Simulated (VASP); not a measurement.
Data:

```
InAs
1.0
    0.00000     2.99534     2.99534
    2.99534     0.00000     2.99534
    2.99534     2.99534     0.00000
In As
1 1
Direct
  0.00000   0.00000   0.00000
  0.25000   0.25000   0.25000
```

Method: revTPSS meta-GGA, VASP's PBE PAW potentials (set 64) (plane waves; VASP 6.6.1). Settings: 520 eV cut-off, 10×10×10 Γ-centred mesh, first-order Methfessel-Paxton smearing of 0.10 eV, potentials In_d As.

Question: Give the stress tensor in GPa (positive for a compressed cell).

Answer: 
```
3.90  0.00  0.00
0.00  3.90  0.00
0.00  0.00  3.90
```
The pressure is its mean diagonal, 3.90 GPa.

The compound is InAs in the zinc blende structure. This cell is one point of a volume scan, at 0.94 of the reference volume.
